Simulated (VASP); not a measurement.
Computed with revTPSS meta-GGA, VASP's PBE PAW potentials (set 64) (plane waves; VASP 6.6.1).

Input for VASP

File KPOINTS:
```
Automatic mesh
0
Gamma
5 5 7
0 0 0
```

**INCAR**
```
ALGO = Normal
EDIFF = 1E-6
EDIFFG = -0.02
ENCUT = 520
IBRION = 2
ISIF = 3
ISMEAR = 0
LASPH = .True.
LCHARG = .False.
LMAXMIX = 4
LMIXTAU = .True.
LREAL = .False.
LWAVE = .False.
METAGGA = RTPSS
NELM = 100
NSW = 60
PREC = Accurate
SIGMA = 0.05
SYSTEM = TiO2
```

**POSCAR**
```
TiO2
1
    4.5947056162     0.0000000000     0.0000000000
    0.0000000000     4.5947056162     0.0000000000
    0.0000000000     0.0000000000     2.9437175501
Ti O
2 4
Direct
  0.0000000000   0.0000000000   0.0000000000
  0.5000000000   0.5000000000   0.5000000000
  0.3042739315   0.3042739315   1.0000000000
  0.8042739315   0.1957260685   0.5000000000
  0.1957260685   0.8042739315   0.5000000000
  0.6957260685   0.6957260685   0.0000000000
```

POTCAR, in this order: Ti_sv O (PBE.64 set). Program: vasp_std.

Output

OSZICAR:
```
       N       E                     dE             d eps       ncg     rms          rms(c)
DAV:   1     0.651214660091E+03    0.65121E+03   -0.25024E+04  1344   0.204E+03
DAV:   2     0.507386902605E+02   -0.60048E+03   -0.58396E+03  1384   0.587E+02
DAV:   3    -0.605563523219E+02   -0.11130E+03   -0.10631E+03  2256   0.208E+02
DAV:   4    -0.704242141369E+02   -0.98679E+01   -0.98039E+01  1896   0.604E+01
DAV:   5    -0.708629942309E+02   -0.43878E+00   -0.43791E+00  1952   0.116E+01    0.367E+01
DAV:   6    -0.628033383915E+02    0.80597E+01   -0.40922E+02  1696   0.166E+02    0.268E+01
DAV:   7    -0.589964848932E+02    0.38069E+01   -0.25544E+01  1632   0.574E+01    0.171E+01
DAV:   8    -0.568349460939E+02    0.21615E+01   -0.43996E+01  1668   0.525E+01    0.655E+00
DAV:   9    -0.588996498508E+02   -0.20647E+01   -0.11297E+01  1836   0.247E+01    0.437E+00
DAV:  10    -0.586761688523E+02    0.22348E+00   -0.16823E+00  2020   0.924E+00    0.639E+00
DAV:  11    -0.587024216440E+02   -0.26253E-01   -0.36741E+00  1884   0.106E+01    0.157E+00
DAV:  12    -0.587711631595E+02   -0.68742E-01   -0.36485E-01  1968   0.529E+00    0.174E+00
DAV:  13    -0.587562109392E+02    0.14952E-01   -0.61614E-02  1940   0.197E+00    0.134E+00
DAV:  14    -0.587528678177E+02    0.33431E-02   -0.24056E-02  1648   0.148E+00    0.534E-01
DAV:  15    -0.587521693257E+02    0.69849E-03   -0.53095E-02  1872   0.117E+00    0.393E-01
DAV:  16    -0.587511817702E+02    0.98756E-03   -0.28494E-03  1900   0.446E-01    0.209E-01
DAV:  17    -0.587515740459E+02   -0.39228E-03   -0.70256E-04  1512   0.296E-01    0.110E-01
DAV:  18    -0.587516765905E+02   -0.10254E-03   -0.18047E-03  1968   0.203E-01    0.335E-02
DAV:  19    -0.587516797172E+02   -0.31267E-05   -0.18469E-04  1872   0.981E-02    0.176E-02
DAV:  20    -0.587516784567E+02    0.12605E-05   -0.15602E-05  1668   0.386E-02    0.800E-03
DAV:  21    -0.587516774819E+02    0.97486E-06   -0.10723E-05  1876   0.165E-02    0.462E-03
DAV:  22    -0.587516788760E+02   -0.13941E-05   -0.67723E-07   900   0.912E-03    0.452E-04
DAV:  23    -0.587516789512E+02   -0.75249E-07   -0.50386E-07   880   0.642E-03
   1 F= -.58751679E+02 E0= -.58751679E+02  d E =-.587517E+02
       N       E                     dE             d eps       ncg     rms          rms(c)
DAV:   1    -0.594880124893E+02   -0.73633E+00   -0.35768E+01  1928   0.675E+01    0.968E+00
DAV:   2    -0.586650260117E+02    0.82299E+00   -0.47855E+00  1608   0.213E+01    0.431E+00
DAV:   3    -0.585818795877E+02    0.83146E-01   -0.15220E+00  1548   0.806E+00    0.123E+00
DAV:   4    -0.586663134622E+02   -0.84434E-01   -0.76593E-01  1860   0.396E+00    0.134E+00
DAV:   5    -0.587132511327E+02   -0.46938E-01   -0.12539E-01  2020   0.232E+00    0.133E+00
DAV:   6    -0.587076133095E+02    0.56378E-02   -0.52588E-02  2020   0.153E+00    0.486E-01
DAV:   7    -0.587170562424E+02   -0.94429E-02   -0.41201E-02  1456   0.203E+00    0.722E-01
DAV:   8    -0.587207801192E+02   -0.37239E-02   -0.10386E-02  1756   0.802E-01    0.364E-01
DAV:   9    -0.587198508178E+02    0.92930E-03   -0.12332E-03  2188   0.202E-01    0.222E-01
DAV:  10    -0.587196868455E+02    0.16397E-03   -0.11981E-03  2108   0.251E-01    0.334E-02
DAV:  11    -0.587196890418E+02   -0.21963E-05   -0.79292E-05  2004   0.689E-02    0.136E-02
DAV:  12    -0.587197117087E+02   -0.22667E-04   -0.14232E-05  1560   0.398E-02    0.224E-03
DAV:  13    -0.587197125103E+02   -0.80160E-06   -0.31964E-06  1240   0.210E-02
   2 F= -.58719713E+02 E0= -.58719713E+02  d E =0.319664E-01
       N       E                     dE             d eps       ncg     rms          rms(c)
DAV:   1    -0.590726979659E+02   -0.35299E+00   -0.12719E+01  1896   0.388E+01    0.572E+00
DAV:   2    -0.587631756083E+02    0.30952E+00   -0.15022E+00  1640   0.115E+01    0.251E+00
DAV:   3    -0.587302983523E+02    0.32877E-01   -0.38609E-01  1568   0.498E+00    0.512E-01
DAV:   4    -0.587828887173E+02   -0.52590E-01   -0.55939E-01  1796   0.331E+00    0.984E-01
DAV:   5    -0.587829359795E+02   -0.47262E-04   -0.13506E-02  1596   0.100E+00    0.849E-01
DAV:   6    -0.587804409146E+02    0.24951E-02   -0.67199E-03  1920   0.594E-01    0.942E-01
DAV:   7    -0.587826664771E+02   -0.22256E-02   -0.20548E-02  1868   0.127E+00    0.310E-01
DAV:   8    -0.587852639752E+02   -0.25975E-02   -0.75251E-03  1408   0.972E-01    0.823E-01
DAV:   9    -0.587823936588E+02    0.28703E-02   -0.74502E-03  1400   0.931E-01    0.131E-01
DAV:  10    -0.587825595170E+02   -0.16586E-03   -0.68505E-04  1528   0.291E-01    0.162E-01
DAV:  11    -0.587825295028E+02    0.30014E-04   -0.25039E-04  2172   0.109E-01    0.855E-02
DAV:  12    -0.587825204998E+02    0.90030E-05   -0.52041E-05  2108   0.582E-02    0.389E-02
DAV:  13    -0.587825288273E+02   -0.83274E-05   -0.15094E-05  1844   0.352E-02    0.913E-03
DAV:  14    -0.587825313412E+02   -0.25139E-05   -0.14782E-06   920   0.114E-02    0.277E-03
DAV:  15    -0.587825322789E+02   -0.93771E-06   -0.51505E-07   780   0.708E-03
   3 F= -.58782532E+02 E0= -.58782532E+02  d E =-.308533E-01
       N       E                     dE             d eps       ncg     rms          rms(c)
DAV:   1    -0.587825817931E+02   -0.50452E-04   -0.24109E-03  1920   0.544E-01    0.795E-02
DAV:   2    -0.587825196162E+02    0.62177E-04   -0.28813E-04  1640   0.162E-01    0.349E-02
DAV:   3    -0.587825157269E+02    0.38893E-05   -0.79299E-05  1552   0.669E-02    0.660E-03
DAV:   4    -0.587825275821E+02   -0.11855E-04   -0.70683E-05  1720   0.337E-02    0.122E-02
DAV:   5    -0.587825286335E+02   -0.10514E-05   -0.23178E-06  1020   0.152E-02    0.102E-02
DAV:   6    -0.587825267357E+02    0.18979E-05   -0.75587E-06  1792   0.173E-02    0.460E-03
DAV:   7    -0.587825283760E+02   -0.16403E-05   -0.41081E-06  1432   0.147E-02    0.506E-03
DAV:   8    -0.587825288257E+02   -0.44967E-06   -0.31568E-07   732   0.505E-03
   4 F= -.58782529E+02 E0= -.58782529E+02  d E =-.308499E-01
       N       E                     dE             d eps       ncg     rms          rms(c)
DAV:   1    -0.587822088232E+02    0.31955E-03   -0.74394E-02  1536   0.198E+00    0.101E-01
DAV:   2    -0.587826678954E+02   -0.45907E-03   -0.25020E-03  1544   0.420E-01    0.584E-02
DAV:   3    -0.587826798029E+02   -0.11908E-04   -0.27335E-04  1668   0.133E-01    0.204E-02
DAV:   4    -0.587826925410E+02   -0.12738E-04   -0.19166E-04  2004   0.879E-02    0.178E-02
DAV:   5    -0.587827126157E+02   -0.20075E-04   -0.11972E-05  1520   0.307E-02    0.158E-02
DAV:   6    -0.587827100677E+02    0.25479E-05   -0.72351E-07   768   0.955E-03    0.128E-02
DAV:   7    -0.587827197550E+02   -0.96873E-05   -0.97464E-06  1536   0.277E-02    0.787E-03
DAV:   8    -0.587827184108E+02    0.13442E-05   -0.15815E-06   804   0.111E-02    0.523E-03
DAV:   9    -0.587827183501E+02    0.60641E-07   -0.71701E-07   720   0.942E-03
   5 F= -.58782718E+02 E0= -.58782718E+02  d E =-.189524E-03
```

**OUTCAR**
```
------------------------ aborting loop because EDIFF is reached ----------------------------------------
  FORCE on cell =-STRESS in cart. coord.  units (eV):
  Direction    XX          YY          ZZ          XY          YZ          ZX
  --------------------------------------------------------------------------------------
  Total        0.0237639      0.0237639      0.0282077     -0.0000000      0.0000000      0.0000000
  in kB        0.5980156      0.5980156      0.7098425     -0.0000000      0.0000000      0.0000000
  external PRESSURE =       0.6352912 kB  Pullay stress =       0.0000000 kB
  volume of cell :       63.67
      direct lattice vectors                 reciprocal lattice vectors
     4.627664890  0.000000000  0.000000000     0.216091706  0.000000000  0.000000000
    -0.000000000  4.627664890  0.000000000    -0.000000000  0.216091706  0.000000000
     0.000000000  0.000000000  2.972984601     0.000000000  0.000000000  0.336362321
 POSITION                                       TOTAL-FORCE (eV/Angst)
 -----------------------------------------------------------------------------------
     -0.00000      4.62766      0.00000        -0.000000     -0.000000      0.000000
      2.31383      2.31383      1.48649        -0.000000     -0.000000      0.000000
      1.40728      1.40728      0.00000         0.003878      0.003878      0.000000
      3.72112      0.90655      1.48649         0.003878     -0.003878      0.000000
      0.90655      3.72112      1.48649        -0.003878      0.003878      0.000000
      3.22038      3.22038      0.00000        -0.003878     -0.003878      0.000000
 -----------------------------------------------------------------------------------
    total drift:                                0.000000      0.000000     -0.000000
  FREE ENERGIE OF THE ION-ELECTRON SYSTEM (eV)
  ---------------------------------------------------
  free  energy   TOTEN  =       -58.7827183501 eV

  energy  without entropy=      -58.7827183501  energy(sigma->0) =      -58.78271835

 reached required accuracy - stopping structural energy minimisation
```
(Selected blocks of OUTCAR.)

File CONTCAR:
```
TiO2
   1.00000000000000
     4.6276648904548692    0.0000000000000000    0.0000000000000000
    -0.0000000000000000    4.6276648904548692    0.0000000000000000
     0.0000000000000000    0.0000000000000000    2.9729846011491579
  Ti              O
     2     4
Direct
     0.0000000000000000    1.0000000000000000    0.0000000000000000
     0.5000000000000000    0.5000000000000000    0.5000000000000000
     0.3041024475520502    0.3041024475520502    0.0000000000000000
     0.8041024475520502    0.1958975524479498    0.5000000000000000
     0.1958975524479498    0.8041024475520502    0.5000000000000000
     0.6958975524479499    0.6958975524479499    0.0000000000000000
```

Energy and stress use the plane-wave basis of the starting cell.

The compound is TiO2 in the rutile structure. This run relaxes it. Symmetry was kept, so distortions that lower it aren't found. The start is the result of an earlier pass.
